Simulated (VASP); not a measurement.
Output of a VASP run:

### OUTCAR
```
 ion  position               nearest neighbor table
   1  0.000  0.000  0.000-   3 2.20   3 2.20   3 2.20   2 2.20   3 2.20   2 2.20   2 2.20   2 2.20
  LATTYP: Found a face centered cubic cell.
 ALAT       =     5.0890160816
 Subroutine PRICEL returns:
 Original cell was already a primitive cell.
 Subroutine GETGRP returns: Found 48 space group operations
The static configuration has the point symmetry O_h .
The dynamic configuration has the point symmetry O_h .
 Subroutine INISYM returns: Found 48 space group operations
 Subroutine IBZKPT returns following result:
 Found     29 irreducible k-points:

 Following reciprocal coordinates:
            Coordinates               Weight
  0.000000  0.000000  0.000000      1.000000
  0.125000  0.000000  0.000000      8.000000
  0.250000  0.000000  0.000000      8.000000
  0.375000  0.000000  0.000000      8.000000
  0.500000  0.000000  0.000000      4.000000
  0.125000  0.125000  0.000000      6.000000
  0.250000  0.125000  0.000000     24.000000
  0.375000  0.125000  0.000000     24.000000
  0.500000  0.125000  0.000000     24.000000
 -0.375000  0.125000  0.000000     24.000000
 -0.250000  0.125000  0.000000     24.000000
 -0.125000  0.125000  0.000000     12.000000
  0.250000  0.250000  0.000000      6.000000
  0.375000  0.250000  0.000000     24.000000
  0.500000  0.250000  0.000000     24.000000
 -0.375000  0.250000  0.000000     24.000000
 -0.250000  0.250000  0.000000     12.000000
  0.375000  0.375000  0.000000      6.000000
  0.500000  0.375000  0.000000     24.000000
 -0.375000  0.375000  0.000000     12.000000
  0.500000  0.500000  0.000000      3.000000
  0.375000  0.250000  0.125000     24.000000
  0.500000  0.250000  0.125000     48.000000
 -0.375000  0.250000  0.125000     24.000000
  0.500000  0.375000  0.125000     24.000000
 -0.375000  0.375000  0.125000     48.000000
 -0.250000  0.375000  0.125000     24.000000
 -0.375000  0.500000  0.125000     12.000000
 -0.250000  0.500000  0.250000      6.000000
   k-points           NKPTS =     29   k-points in BZ     NKDIM =     29   number of bands    NBANDS=     16
   number of dos      NEDOS =    301   number of ions     NIONS =      3
   total plane-waves  NPLWV =  27000
   dimension x,y,z NGX =    30 NGY =   30 NGZ =   30
   dimension x,y,z NGXF=    60 NGYF=   60 NGZF=   60
   ions per type =               1   2
   PREC   = accura    normal or accurate (medium, high low for compatibility)
   ISTART =      0    job   : 0-new  1-cont  2-samecut
   ICHARG =      2    charge: 1-file 2-atom 10-const
   ISPIN  =      1    spin polarized calculation?
   LNONCOLLINEAR =      F non collinear calculations
   LSORBIT =      F    spin-orbit coupling
   INIWAV =      1    electr: 0-lowe 1-rand  2-diag
   ENCUT  =  620.0 eV  45.57 Ry    6.75 a.u.   7.31  7.31  7.31*2*pi/ulx,y,z
   NELM   =    100;   NELMIN=  2; NELMDL= -5     # of ELM steps
   EDIFF  = 0.1E-05   stopping-criterion for ELM
   LREAL  =      F    real-space projection
   NLSPLINE    = F    spline interpolate recip. space projectors
   LMAXMIX     =    6 max onsite mixed and CHGCAR
   VOSKOWN=      0    Vosko Wilk Nusair interpolation
   EDIFFG = -.2E-01   stopping-criterion for IOM
   NSW    =     40    number of steps for IOM
   NBLOCK =      1;   KBLOCK =     40    inner block; outer block
   IBRION =      2    ionic relax: 0-MD 1-quasi-New 2-CG
   NFREE  =      1    steps in history (QN), initial steepest desc. (CG)
   ISIF   =      3    stress and relaxation
   ISYM   =      2    0-nonsym 1-usesym 2-fastsym
   TEIN   =    0.0    initial temperature
   TEBEG  =    0.0;   TEEND  =   0.0 temperature during run
   SMASS  =  -3.00    Nose mass-parameter (am)
   PSTRESS=  450.0 pullay stress
   NELECT =      24.0000    total number of electrons
   EFERMI =   0.00;   METHOD = LEGACY
   ISMEAR =     0;   SIGMA  =   0.05  broadening in eV -4-tet -1-fermi 0-gaus
   IALGO  =     38    algorithm
   LDIAG  =      T    sub-space diagonalisation (order eigenvalues)
...
```

### OSZICAR
```
       N       E                     dE             d eps       ncg     rms          rms(c)
DAV:   1     0.227597916201E+03    0.22760E+03   -0.13402E+04   944   0.225E+03
DAV:   2     0.109806641126E+02   -0.21662E+03   -0.20593E+03  1272   0.327E+02
DAV:   3    -0.318526274149E+02   -0.42833E+02   -0.38529E+02  1176   0.149E+02
DAV:   4    -0.333587547090E+02   -0.15061E+01   -0.15059E+01  1336   0.334E+01
DAV:   5    -0.334272749071E+02   -0.68520E-01   -0.68518E-01  1600   0.612E+00    0.208E+03
DAV:   6    -0.295530543662E+02    0.38742E+01   -0.65865E+01  1264   0.604E+01    0.691E+02
DAV:   7    -0.376561943260E+02   -0.81031E+01   -0.20058E+02  1416   0.176E+02    0.915E+02
DAV:   8    -0.311522677246E+02    0.65039E+01   -0.11350E+01  1224   0.382E+01    0.571E+02
DAV:   9    -0.282644574359E+02    0.28878E+01   -0.15059E+01  1352   0.348E+01    0.345E+01
DAV:  10    -0.289650440311E+02   -0.70059E+00   -0.25829E+00  1424   0.186E+01    0.264E+02
DAV:  11    -0.281633728551E+02    0.80167E+00   -0.29510E+00  1072   0.183E+01    0.567E+01
DAV:  12    -0.282011764837E+02   -0.37804E-01   -0.32150E-01  1560   0.415E+00    0.148E+02
DAV:  13    -0.281703899426E+02    0.30787E-01   -0.58795E-01  1384   0.698E+00    0.312E+01
DAV:  14    -0.281786769464E+02   -0.82870E-02   -0.33980E-01  1424   0.556E+00    0.749E+01
DAV:  15    -0.281649662583E+02    0.13711E-01   -0.15129E-01  1376   0.366E+00    0.113E+01
DAV:  16    -0.281652116549E+02   -0.24540E-03   -0.20378E-02  1504   0.140E+00    0.167E+01
DAV:  17    -0.281645503079E+02    0.66135E-03   -0.67180E-03  1416   0.767E-01    0.269E+00
DAV:  18    -0.281645974240E+02   -0.47116E-04   -0.12104E-03  1368   0.350E-01    0.384E+00
DAV:  19    -0.281645329743E+02    0.64450E-04   -0.32807E-04  1360   0.171E-01    0.210E-01
DAV:  20    -0.281645392989E+02   -0.63246E-05   -0.18824E-05  1248   0.450E-02    0.109E+00
DAV:  21    -0.281645307572E+02    0.85417E-05   -0.43614E-05  1416   0.606E-02    0.767E-02
DAV:  22    -0.281645307489E+02    0.83419E-08   -0.84489E-07   656   0.822E-03
   1 F= -.18910234E+02 E0= -.18910234E+02  d E =-.189102E+02
```

**OUTCAR**
```
------------------------ aborting loop because EDIFF is reached ----------------------------------------
  FORCE on cell =-STRESS in cart. coord.  units (eV):
  Direction    XX          YY          ZZ          XY          YZ          ZX
  --------------------------------------------------------------------------------------
  Total        9.2407180      9.2407180      9.2407180      0.0000000      0.0000000      0.0000000
  in kB      449.3397313    449.3397313    449.3397313      0.0000000      0.0000000      0.0000000
  external PRESSURE =      -0.6602687 kB  Pullay stress =     450.0000000 kB
  volume of cell :       32.95
      direct lattice vectors                 reciprocal lattice vectors
     0.000000000  2.544508041  2.544508041    -0.196501639  0.196501639  0.196501639
     2.544508041  0.000000000  2.544508041     0.196501639 -0.196501639  0.196501639
     2.544508041  2.544508041  0.000000000     0.196501639  0.196501639 -0.196501639
 POSITION                                       TOTAL-FORCE (eV/Angst)
 -----------------------------------------------------------------------------------
      0.00000      0.00000      0.00000        -0.000000      0.000000     -0.000000
      1.27225      1.27225      1.27225        -0.000000     -0.000000     -0.000000
      3.81676      3.81676      3.81676         0.000000      0.000000      0.000000
 -----------------------------------------------------------------------------------
    total drift:                                0.000000     -0.000000      0.000000
  FREE ENERGIE OF THE ION-ELECTRON SYSTEM (eV)
  ---------------------------------------------------
  free  energy   TOTEN  =       -28.1645307489 eV

  energy  without entropy=      -28.1645307489  energy(sigma->0) =      -28.16453075
  enthalpy is  TOTEN    =       -18.9102342479 eV   P V=        9.2542965010

 reached required accuracy - stopping structural energy minimisation
```
(Selected blocks of OUTCAR.)

POSCAR:
```
CeO2
1
    0.0000000000     2.5445080408     2.5445080408
    2.5445080408    -0.0000000000     2.5445080408
    2.5445080408     2.5445080408    -0.0000000000
Ce O
1 2
Direct
  0.0000000000   1.0000000000   0.0000000000
  0.2500000000   0.2500000000   0.2500000000
  0.7500000000   0.7500000000   0.7500000000
```

Task: Write an INCAR and KPOINTS that could have produced this output.

Result: Several could match; the one computed here: the input of the run itself, LDA (Ceperley-Alder, Perdew-Zunger), plane waves, VASP's LDA PAW potentials (set 64).

**KPOINTS**
```
Automatic mesh
0
Gamma
8 8 8
0 0 0
```

### INCAR
```
SYSTEM=CeO2
PREC=Accurate; ENCUT=620; LREAL=F
LASPH=T
EDIFF=1E-6; NELM=100; ALGO=Normal
LMAXMIX=6
ISMEAR=0; SIGMA=0.05
IBRION=2; NSW=40; ISIF=3
EDIFFG=-0.02; PSTRESS=450
LWAVE=F; LCHARG=F
```

POTCAR, in this order: Ce O (LDA.64 set). Program: vasp_std.

The compound is CeO2 in the fluorite structure. It was relaxed first under an external pressure of 45 GPa. The run is not spin-polarised, so no magnetic state was tried.
